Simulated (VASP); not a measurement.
# FeSb: accuracy against cost in the SCF threshold and smearing, part 4 of 4

Aim: find what the SCF threshold and smearing change for FeSb, and what they cost. The series runs use LDA. The start is a cell from a database of measured crystal structures.

VASP 6.6.1; LDA, spin-polarised from a ferromagnetic start; plane waves and PAW (Fe, Sb).

Still holding for the runs below: The magnetic state follows from one typed start and may not be the lowest. The k-mesh is coarse for a metal.

So far. Step 18 (Smearing: ISMEAR = 2, SIGMA = 0.5): Against the run before the energy at zero width moves by -0.42 meV an atom and the pressure by +0.37 GPa, after 15 cycles in 18 s. The entropy term T·S comes to 4.45 meV an atom in size.

The database entry behind the starting cell differs from later determinations by our own check (0.1 to 0.3 % short, probably kX units), so it need not match the best structure at ambient conditions.

### Step 19. Smearing: ISMEAR = -5

Contents of INCAR:

```
SYSTEM = FeSb
PREC = Accurate
ENCUT = 400
EDIFF = 1E-06
NELM = 100
ISMEAR = -5
SIGMA = 0.05
LREAL = .FALSE.
ALGO = Normal
GGA = CA
NBANDS = 25
ISPIN = 2
MAGMOM = 3 3 0 0
LASPH = .TRUE.
LMAXMIX = 4
LORBIT = 11
LWAVE = .FALSE.
LCHARG = .FALSE.
KPAR = 4
ISIF = 2
```

Contents of POSCAR:

```
FeSb
1.0
    4.0600000000      0.0000000000      0.0000000000
   -2.0300000000      3.5160631394      0.0000000000
    0.0000000000      0.0000000000      5.1300000000
Fe Sb
2 2
Direct
    0.0000000000      0.0000000000      0.0000000000
    0.0000000000      0.0000000000      0.5000000000
    0.3333333333      0.6666666667      0.2500000000
    0.6666666667      0.3333333333      0.7500000000
```

Contents of KPOINTS:

```
Automatic mesh
0
Gamma
6 6 5
0 0 0
```

PAW data sets: Fe and Sb (PBE family, release 64).

On the command line:

```
$ mpirun -np 4 vasp_std
```

The log of the run:

```text
[... set-up lines as in an earlier step ...]
 entering main loop
       N       E                     dE             d eps       ncg     rms          rms(c)
DAV:   1     0.134967535992E+03    0.13497E+03   -0.86988E+03  2100   0.832E+02
DAV:   2    -0.228073472495E+02   -0.15777E+03   -0.14728E+03  2155   0.213E+02
DAV:   3    -0.299651062782E+02   -0.71578E+01   -0.69377E+01  2726   0.562E+01
DAV:   4    -0.301262333494E+02   -0.16113E+00   -0.16112E+00  2409   0.822E+00
[...]
DAV:  16    -0.281424296840E+02   -0.84991E-05   -0.78630E-07  1132   0.603E-03    0.240E-03
DAV:  17    -0.281424310531E+02   -0.13690E-05   -0.23327E-07  1077   0.317E-03    0.650E-04
DAV:  18    -0.281424309908E+02    0.62240E-07   -0.24942E-08  1072   0.136E-03
   1 F= -.28142431E+02 E0= -.28142431E+02  d E =0.000000E+00  mag=     2.4821
 -----------------------------------------------------------------------------
|                                                                             |
|           W    W    AA    RRRRR   N    N  II  N    N   GGGG   !!!           |
|           W    W   A  A   R    R  NN   N  II  NN   N  G    G  !!!           |
|           W    W  A    A  R    R  N N  N  II  N N  N  G       !!!           |
|           W WW W  AAAAAA  RRRRR   N  N N  II  N  N N  G  GGG   !            |
|           WW  WW  A    A  R   R   N   NN  II  N   NN  G    G                |
|           W    W  A    A  R    R  N    N  II  N    N   GGGG   !!!           |
|                                                                             |
|     Tetrahedron method does not include variations of the Fermi             |
|     occupations, so forces and stress will be inaccurate. We suggest        |
|     using a different smearing scheme ISMEAR = 1 or 2 for metals in         |
|     relaxations.                                                            |
|                                                                             |
 -----------------------------------------------------------------------------
```

The job ended after 20 s (4 MPI ranks of AMD EPYC 7R43, shared host; peak memory 0.62 GiB; 76 s of CPU time).

Parts of OUTCAR (step 19):

```text
  Total       -5.8737296     -5.8737296     -6.5179937      0.0000000     -0.0000000      0.0000000
  in kB     -128.5063142   -128.5063142   -142.6016180      0.0000000     -0.0000000      0.0000000
  external PRESSURE =    -133.2047488 kB  Pullay stress =       0.0000000 kB

 POSITION                                       TOTAL-FORCE (eV/Angst)
 -----------------------------------------------------------------------------------
      0.00000      0.00000      0.00000        -0.000000      0.000000     -0.000000
      0.00000      0.00000      2.56500        -0.000000      0.000000     -0.000000
     -0.00000      2.34404      1.28250         0.000000     -0.000000      0.000000
      2.03000      1.17202      3.84750        -0.000000      0.000000     -0.000000
 -----------------------------------------------------------------------------------
    total drift:                               -0.000000      0.000000      0.000000

  FREE ENERGIE OF THE ION-ELECTRON SYSTEM (eV)
  ---------------------------------------------------
  free  energy   TOTEN  =       -28.1424309908 eV

  energy  without entropy=      -28.1424309908  energy(sigma->0) =      -28.14243099

 magnetization (x)
# of ion       s       p       d       tot
------------------------------------------
    1        0.008   0.004   1.310   1.322
    2        0.008   0.004   1.310   1.322
    3       -0.002  -0.055  -0.002  -0.058
    4       -0.002  -0.055  -0.002  -0.058
--------------------------------------------------
tot          0.012  -0.103   2.617   2.527

[... 2 parts as in an earlier step ...]

[... 1 further part left out ...]
[key lines of the parts left out:]
E-fermi :   7.6207
```

With tetrahedra the forces and stress of a metal are not exact derivatives of the energy.

Against the first of the series the energy at zero width moves by +0.95 meV an atom and the pressure by +0.26 GPa, after 18 cycles in 20 s.

### Step 20. The smearing series as a table

This step: convergence of LDA results with the smearing; plane waves and PAW (VASP 6.6.1).

Derived from the runs above.

One cell and one 6×6×5 mesh. Free energy against width, by row:

```csv
Gaussian width σ (eV),free energy less that at the narrowest width (meV/atom)
0.01,0
0.05,-0.68
0.1,-2.97
0.2,-11.5
0.5,-70.95
```

Differences are taken from the run with ISMEAR = 0, SIGMA = 0.01. Results of the series, by row:

```csv
setting,status,energy less the reference (meV/atom),pressure (GPa),moment (μB),SCF cycles,wall time (s)
"ISMEAR = 0, SIGMA = 0.01",converged,0,-13.58,2.367,14,17.2
"ISMEAR = 0, SIGMA = 0.05",converged,0.1017,-13.5,2.39,15,16.4
"ISMEAR = 0, SIGMA = 0.1",converged,-0.0657,-13.36,2.451,15,18.8
"ISMEAR = 0, SIGMA = 0.2",converged,-0.2482,-13,2.559,14,17.4
"ISMEAR = 0, SIGMA = 0.5",converged,0.9529,-11.9,2.637,15,17.6
"ISMEAR = 2, SIGMA = 0.01",converged,0.003895,-13.59,2.367,14,16.4
"ISMEAR = 2, SIGMA = 0.05",converged,0.05667,-13.57,2.36,15,17.4
"ISMEAR = 2, SIGMA = 0.1",converged,0.1428,-13.5,2.389,15,19
"ISMEAR = 2, SIGMA = 0.2",converged,-0.2201,-13.44,2.436,15,17.8
"ISMEAR = 2, SIGMA = 0.5",converged,-0.6376,-13.07,2.613,15,18.2
ISMEAR = -5,converged,0.9483,-13.32,2.482,18,19.6
```

### Step 21. Results

| Quantity | Value |
| --- | --- |
| SCF threshold from which the energy stays within 10 meV/atom of the reference | EDIFF = 0.01 |
| SCF threshold from which the energy stays within 1 meV/atom of the reference | EDIFF = 0.01 |
| SCF threshold from which the pressure stays within 0.2 GPa of the reference | EDIFF = 1E-04 |
| spread of the pressure over the SCF threshold | 1.46 GPa |
| spread of the energy over the SCF threshold | 0.342 meV/atom |
| spread of the pressure over the smearing | 1.69 GPa |
| spread of the energy over the smearing | 1.59 meV/atom |

**Reading.** From EDIFF = 0.01 on, the energy stays within 1 meV an atom of the reference, at 50 % of its time. The pressure holds within 0.2 GPa from EDIFF = 1E-04 on. The loosest stop saves 8 of 18 cycles and costs -0.3 meV an atom, -1.45 GPa. The usual rule keeps the entropy term T·S under 1 meV an atom, which holds up to a width of 0.01 eV for Gaussian and 0.2 eV for second-order Methfessel-Paxton. That rule is made for Methfessel-Paxton; with the other schemes the zero-width estimate is the energy to use. Farthest in energy from the narrowest smearing lies ISMEAR = 0, SIGMA = 0.5 (+1.0 meV an atom, +1.68 GPa). On a fixed mesh a narrow width is not the exact answer for a metal: it samples the Fermi surface more noisily. Forces vanish by symmetry in this cell, so the series can't test them.

[Lines on the potential files, build, host, timing and source positions are cut from VASP's logs without a mark.]

[Logs are printed without paths, hosts, clocks, repeated set-up lines and the standing remarks that a program may print on its own settings, such as how far it seeks lower states.]

[Hosts, paths, dates, database ids (printed as entryN), source tags and the programs' standing remarks are cut or masked in the printed files.]

[A measured line is paired with the nearest computed mode of its activity, which favours agreement.]
